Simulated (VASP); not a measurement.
VASP runs on InP (zinc blende) share one base input (PBE GGA, plane waves, VASP's PBE PAW potentials (set 64)) and change the settings named in each case.

### KPOINTS
```
Automatic mesh
0
Gamma
7 7 7
0 0 0
```

**POSCAR**
```
InP
1
    0.0000000000     2.9350000000     2.9350000000
    2.9350000000     0.0000000000     2.9350000000
    2.9350000000     2.9350000000     0.0000000000
In P
1 1
Direct
  0.0000000000   0.0000000000   0.0000000000
  0.2500000000   0.2500000000   0.2500000000
```

**INCAR**
```
SYSTEM = InP
PREC = Accurate
ENCUT = 400
EDIFF = 1E-6
NELM = 100
ALGO = Normal
LREAL = .FALSE.
LASPH = .TRUE.
ISMEAR = 0
SIGMA = 0.05
GGA = PE
LMAXMIX = 4
LWAVE = .FALSE.
LCHARG = .FALSE.
ISIF = 2
```

POTCAR, in this order: In_d P (PBE.64 set). Program: vasp_std.

```
change                                         E(σ→0) (eV/atom)  pressure (GPa)
---------------------------------------------  ----------------  --------------
base run                                                -4.1912            2.92
IVDW = 11                                               -4.3886            1.55
GGA = 91                                                -4.2155            2.92
GGA removed, LMIXTAU = .TRUE., METAGGA = SCAN          -22.1813            0.50
GGA removed, LMIXTAU = .TRUE., METAGGA = TPSS          -10.6192      (withheld)
GGA = RP                                                -3.8485            4.72
GGA = AM                                                -4.3294            0.55
```

### Question
Fill in the missing entries.

### Answer

- GGA removed, LMIXTAU = .TRUE., METAGGA = TPSS, pressure (GPa): 2.81

Energies of different potentials or functionals have different zeros. Unless said otherwise, spin-orbit coupling is left out, though it shifts the bands of the heavy elements here.

Left out are runs that ran out of time, are held back, or changed the cell or the kind of run, fixed moments of cells without a moment, rows past the twelfth, gaps on odd meshes, pressures of charged cells and columns that move by less than the noise.

The compound is InP in the zinc blende structure. The cell was not relaxed at this level.
